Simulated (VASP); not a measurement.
# KV2H6 (Fm-3m) in VASP: single point with PBE

Aim: the single point of KV2H6 with PBE.

All numbers are computed with VASP 6.6.1; they aren't measurements. Logs are shortened: lines on timing, memory, paths and dates and some standing lists are left out, and cuts for length are marked.

## Step 1: The cell of the first run

It takes space group Fm-3m (No. 225, cubic). Conventional cell: a = 7.566 Å, b = 7.566 Å, c = 7.566 Å, α = 90.00°, β = 90.00°, γ = 90.00°. K (site symmetry m-3m) is surrounded by 6 H at 1.62 Å. V (site symmetry -43m) is surrounded by 12 H at 2.69 Å. H (site symmetry 4mm) has 1 K at 1.62 Å as nearest neighbours.

The cell was built by a generator and needn't be a form met in nature.

## Step 2: Single point, PBE, collinear spin, typed start (species swapped into the Ba2H6Ru type (Fm-3m, No. 225))

Contents of INCAR:

```
PREC     = Accurate       # precision mode
ENCUT    = 520            # plane-wave cutoff, eV
EDIFF    = 1E-6           # SCF threshold, eV
ISMEAR   = 0              # smearing method
SIGMA    = 0.1            # smearing width, eV
LREAL    = False          # projectors in reciprocal space
LASPH    = True           # aspherical terms in the spheres
NELM     = 150            # most SCF steps
ALGO     = Normal         # electronic algorithm
ISIF     = 2              # what is computed and relaxed
LWAVE    = False          # write WAVECAR
LCHARG   = False          # write CHGCAR
ISPIN    = 2              # spin polarisation
MAGMOM   = 0 2 2 0 0 0 0 0 0 # initial moments
LORBIT   = 11             # projections on sites
LMAXMIX  = 4              # l up to which the mixer works
GGA      = PE             # functional
NBANDS   = 34             # bands
```

Contents of KPOINTS:

```
Automatic mesh
0
Gamma
  4 4 4
```

Contents of POSCAR:

```
KV2H6
1.0
    0.0000000000      3.7828511400      3.7828511400
    3.7828511400      0.0000000000      3.7828511400
    3.7828511400      3.7828511400      0.0000000000
K V H
1 2 6
Direct
    0.0000000000      0.0000000000      0.0000000000
    0.7500000000      0.7500000000      0.7500000000
    0.2500000000      0.2500000000      0.2500000000
    0.7857670800      0.7857670800      0.2142329200
    0.2142329200      0.7857670800      0.2142329200
    0.7857670800      0.2142329200      0.2142329200
    0.2142329200      0.2142329200      0.7857670800
    0.7857670800      0.2142329200      0.7857670800
    0.2142329200      0.7857670800      0.7857670800
```

Potentials or basis: VASP PAW PBE potentials, release 64 (K_sv, V_sv, H).

The run is started by

```
cat potpaw_PBE.64/K_sv/POTCAR potpaw_PBE.64/V_sv/POTCAR potpaw_PBE.64/H/POTCAR > POTCAR
mpirun -np 1 vasp_std > vasp.out
```

OUTCAR:

```text
PREC = Accurate
   ENCUT = 520
   EDIFF = 1E-6
   ISMEAR = 0
   LREAL = False
   LASPH = True
   NELM = 150
   ISIF = 2
   ISPIN = 2
   LORBIT = 11
   GGA = PE

 ion  position               nearest neighbor table
   1  0.000  0.000  0.000-   4 1.62   5 1.62   6 1.62   7 1.62   8 1.62   9 1.62   2 3.28   2 3.28
                             2 3.28   3 3.28   2 3.28   3 3.28   3 3.28   3 3.28
   2  0.750  0.750  0.750-   1 3.28   1 3.28   1 3.28   1 3.28
   3  0.250  0.250  0.250-   1 3.28   1 3.28   1 3.28   1 3.28
   4  0.786  0.786  0.214-   1 1.62
   5  0.214  0.786  0.214-   1 1.62
   6  0.786  0.214  0.214-   1 1.62
   7  0.214  0.214  0.786-   1 1.62
   8  0.786  0.214  0.786-   1 1.62
   9  0.214  0.786  0.786-   1 1.62

  LATTYP: Found a face centered cubic cell.
 ALAT       =     7.5657022800

  Lattice vectors:

 A1 = (   0.0000000000,   3.7828511400,   3.7828511400)
 A2 = (   3.7828511400,   0.0000000000,   3.7828511400)
 A3 = (   3.7828511400,   3.7828511400,   0.0000000000)

Analysis of symmetry for initial positions (statically):
=====================================================================
 Subroutine PRICEL returns:
 Original cell was already a primitive cell.

 Routine SETGRP: Setting up the symmetry group for a
 face centered cubic supercell.

 Subroutine GETGRP returns: Found 48 space group operations
 (whereof 48 operations were pure point group operations)
 out of a pool of 48 trial point group operations.

The static configuration has the point symmetry O_h .

Analysis of symmetry for dynamics (positions and initial velocities):
=====================================================================
 Subroutine PRICEL returns:
 Original cell was already a primitive cell.

 Routine SETGRP: Setting up the symmetry group for a
 face centered cubic supercell.

 Subroutine GETGRP returns: Found 48 space group operations
 (whereof 48 operations were pure point group operations)
 out of a pool of 48 trial point group operations.

The dynamic configuration has the point symmetry O_h .

Analysis of structural, dynamic, and magnetic symmetry:
=====================================================================
 Subroutine PRICEL returns:
 Original cell was already a primitive cell.

 Routine SETGRP: Setting up the symmetry group for a
 face centered cubic supercell.

 Subroutine GETGRP returns: Found 48 space group operations
 (whereof 48 operations were pure point group operations)
 out of a pool of 48 trial point group operations.

The overall configuration has the point symmetry O_h .

 Subroutine INISYM returns: Found 48 space group operations
 (whereof 48 operations are pure point group operations),
 and found     1 'primitive' translations

----------------------------------------------------------------------------------------

                                     Primitive cell

  volume of cell :     108.2649

  direct lattice vectors                    reciprocal lattice vectors
     0.000000000  3.782851140  3.782851140    -0.132175436  0.132175436  0.132175436
     3.782851140  0.000000000  3.782851140     0.132175436 -0.132175436  0.132175436
     3.782851140  3.782851140  0.000000000     0.132175436  0.132175436 -0.132175436

  length of vectors
     5.349759387  5.349759387  5.349759387     0.228934571  0.228934571  0.228934571

  position of ions in fractional coordinates (direct lattice)
     0.000000000  0.000000000  0.000000000
     0.750000000  0.750000000  0.750000000
     0.250000000  0.250000000  0.250000000
     0.785767080  0.785767080  0.214232920
     0.214232920  0.785767080  0.214232920
     0.785767080  0.214232920  0.214232920
     0.214232920  0.214232920  0.785767080
     0.785767080  0.214232920  0.785767080
     0.214232920  0.785767080  0.785767080

  ion indices of the primitive-cell ions
   primitive index   ion index
                 1           1
                 2           2
                 3           3
                 4           4
[... 44 lines left out ...]
   total plane-waves  NPLWV =  64000
   dimension x,y,z NGX =    40 NGY =   40 NGZ =   40
   dimension x,y,z NGXF=    80 NGYF=   80 NGZF=   80
   ions per type =               1   2   6
   NGX,Y,Z   is equivalent  to a cutoff of  12.43, 12.43, 12.43 a.u.
   NGXF,Y,Z  is equivalent  to a cutoff of  24.86, 24.86, 24.86 a.u.
 SYSTEM =  unknown system
   PREC   = accura    normal or accurate (medium, high low for compatibility)
   ISTART =      0    job   : 0-new  1-cont  2-samecut
   ICHARG =      2    charge: 1-file 2-atom 10-const
   ISPIN  =      2    spin polarized calculation?
   LNONCOLLINEAR =      F non collinear calculations
   LSORBIT =      F    spin-orbit coupling
   LASPH  =      T    aspherical Exc in radial PAW
   ENCUT  =  520.0 eV  38.22 Ry    6.18 a.u.   9.95  9.95  9.95*2*pi/ulx,y,z
   NELM   =    150;   NELMIN=  2; NELMDL= -5     # of ELM steps
   EDIFF  = 0.1E-05   stopping-criterion for ELM
   LREAL  =      F    real-space projection
   EDIFFG = 0.1E-04   stopping-criterion for IOM
   NSW    =      0    number of steps for IOM
   IBRION =     -1    ionic relax: 0-MD 1-quasi-New 2-CG
   NFREE  =      0    steps in history (QN), initial steepest desc. (CG)
   ISIF   =      2    stress and relaxation
   ISYM   =      2    0-nonsym 1-usesym 2-fastsym
   POTIM  = 0.5000    time-step for ionic-motion
   TEBEG  =    0.0;   TEEND  =   0.0 temperature during run
   PSTRESS=    0.0 pullay stress
   NELECT =      41.0000    total number of electrons
   NUPDOWN=      -1.0000    fix difference up-down
   EMIN   =  10.00;   EMAX   =-10.00  energy-range for DOS
   EFERMI =   0.00;   METHOD = LEGACY
   ISMEAR =     0;   SIGMA  =   0.10  broadening in eV -4-tet -1-fermi 0-gaus
   EFERMI_NEDOS =   21; number of points for ismear=-14 and -15
   IALGO  =     38    algorithm
   IMIX   =      4    mixing-type and parameters
     AMIX     =   0.40;   BMIX     =  1.00
     AMIX_MAG =   1.60;   BMIX_MAG =  1.00
  volume/ion in A,a.u.               =      12.03        81.18
  Fermi-wavevector in a.u.,A,eV,Ry     =   1.184423  2.238235 19.087043  1.402858
  Thomas-Fermi vector in A             =   2.320638
   LORBIT       =     11    0 simple, 1 ext, 2 COOP (PROOUT), +10 PAW based schemes
   GGA     = PE    functional components
   LHFCALC =     F    Hartree Fock is set to
   AEXX    =    0.0000 exact exchange contribution
   IVDW    =     0    specifies the selected vdW correction
   LEPSILON=     F    determine dielectric tensor
   LRPA    =     F    only Hartree local field effects (RPA)
 spin polarized calculation
 Gauss-broadening in eV      SIGMA  =   0.10
  energy-cutoff  :      520.00
  volume of cell :      108.26
 maximum number of plane-waves:      2936
   NGX = 19   NGY = 19   NGZ = 19

 number of electron      41.0000018 magnetization       5.5283863

 Free energy of the ion-electron system (eV)
  ---------------------------------------------------
  ext. energy  EPLUGINS =         0.00000000
  ---------------------------------------------------
  free energy    TOTEN  =       -21.19627839 eV

  energy without entropy =      -21.17322685  energy(sigma->0) =      -21.18475262

 E-fermi :   1.4629     XC(G=0):  -8.9889

 val. band max:        1.4167487640   @ k =   0.5000   0.5000   0.0000
 cond. band min:       1.5076001163   @ k =   0.5000   0.0000   0.0000
 fundamental gap:      0.0908513523
 Fermi energy:         1.4629269587

 spin component 1

 k-point     1 :       0.0000    0.0000    0.0000
  band No.  band energies     occupation
      1     -63.5745      1.00000
      2     -63.5731      1.00000
      3     -37.4323      1.00000
      4     -37.4323      1.00000
      5     -37.4322      1.00000
      6     -37.4239      1.00000
[... 269 lines left out ...]
     31       7.2160      0.00000
     32       8.3765      0.00000
 Fermi energy:         1.4629269587

 spin component 2

 k-point     1 :       0.0000    0.0000    0.0000
  band No.  band energies     occupation
      1     -60.8784      1.00000
      2     -60.8769      1.00000
      3     -34.7586      1.00000
      4     -34.7586      1.00000
      5     -34.7586      1.00000
      6     -34.7490      1.00000
[... 269 lines left out ...]
     31       7.8562      0.00000
     32       8.8620      0.00000
 [bands above 32 left out]

------------------------ aborting loop because EDIFF is reached ----------------------------------------

  FORCE on cell =-STRESS in cart. coord.  units (eV):
  Direction    XX          YY          ZZ          XY          YZ          ZX
  --------------------------------------------------------------------------------------
  -------------------------------------------------------------------------------------
  Total        5.3114135      5.3114135      5.3114135     -0.0000000     -0.0000000      0.0000000
  in kB       78.6018826     78.6018826     78.6018826     -0.0000000     -0.0000000      0.0000000
  external PRESSURE =      78.6018826 kB  Pullay stress =       0.0000000 kB

 VOLUME and BASIS-vectors are now :
 -----------------------------------------------------------------------------
  energy-cutoff  :      520.00
  volume of cell :      108.26
      direct lattice vectors                 reciprocal lattice vectors
     0.000000000  3.782851140  3.782851140    -0.132175436  0.132175436  0.132175436
     3.782851140  0.000000000  3.782851140     0.132175436 -0.132175436  0.132175436
     3.782851140  3.782851140  0.000000000     0.132175436  0.132175436 -0.132175436

 POSITION                                       TOTAL-FORCE (eV/Angst)
 -----------------------------------------------------------------------------------
      0.00000      0.00000      0.00000         0.000000      0.000000      0.000000
      5.67428      5.67428      5.67428         0.000000      0.000000      0.000000
      1.89143      1.89143      1.89143         0.000000     -0.000000      0.000000
      3.78285      3.78285      5.94488         0.000000      0.000000     -4.314293
      3.78285      1.62082      3.78285         0.000000      4.314293      0.000000
      1.62082      3.78285      3.78285         4.314293      0.000000      0.000000
      3.78285      3.78285      1.62082         0.000000      0.000000      4.314293
      3.78285      5.94488      3.78285         0.000000     -4.314293      0.000000
      5.94488      3.78285      3.78285        -4.314293      0.000000      0.000000
 -----------------------------------------------------------------------------------
    total drift:                                0.000000     -0.000000      0.000000

  FREE ENERGIE OF THE ION-ELECTRON SYSTEM (eV)
  ---------------------------------------------------
  free  energy   TOTEN  =       -21.1962783862 eV

  energy  without entropy=      -21.1732268490  energy(sigma->0) =      -21.18475262

 total charge

# of ion       s       p       d       tot
------------------------------------------
    1        2.069   5.671   0.496   8.236
    2        2.148   6.022   2.956  11.126
    3        2.148   6.022   2.956  11.126
    4        0.478   0.012   0.000   0.490
    5        0.478   0.012   0.000   0.490
    6        0.478   0.012   0.000   0.490
    7        0.478   0.012   0.000   0.490
    8        0.478   0.012   0.000   0.490
    9        0.478   0.012   0.000   0.490
--------------------------------------------------
tot          9.231  17.790   6.408  33.428

 magnetization (x)

# of ion       s       p       d       tot
------------------------------------------
    1       -0.010  -0.068  -0.016  -0.094
    2        0.042   0.016   2.649   2.707
    3        0.042   0.016   2.649   2.707
    4       -0.075   0.001   0.000  -0.074
    5       -0.075   0.001   0.000  -0.074
    6       -0.075   0.001   0.000  -0.074
    7       -0.075   0.001   0.000  -0.074
    8       -0.075   0.001   0.000  -0.074
    9       -0.075   0.001   0.000  -0.074
--------------------------------------------------
tot         -0.374  -0.030   5.282   4.878
```

Run time: 2.1 min. Hardware: 1 thread of AMD EPYC 7R13 (Zen 3), shared host; peak memory 0.27 GiB.

What came out:

```
Free energy                                           : -21.1963 eV
Pressure                                              : 7.9 GPa
Largest force                                         : 4.314 eV/Å
Band gap on the k mesh                                : none (metal or under the smearing width)
Net moment                                            : 5.53 μB per cell
Site moments                                          : K -0.09; V +2.71; H -0.07 μB
Valence electrons inside the program's atomic spheres : K 8.24; V 11.13; H 0.49
```

Forces on the atoms (eV/Å):
```
K    0.000  0.000  0.000
V    0.000  0.000  0.000
V    0.000  0.000  0.000
H    0.000  0.000 -4.314
H    0.000  4.314  0.000
H    4.314  0.000  0.000
H    0.000  0.000  4.314
H    0.000 -4.314  0.000
H   -4.314  0.000  0.000
```

Caveat: forces of over 1 eV/Å show positions far from the minimum, so gaps and moduli don't describe the material at rest.
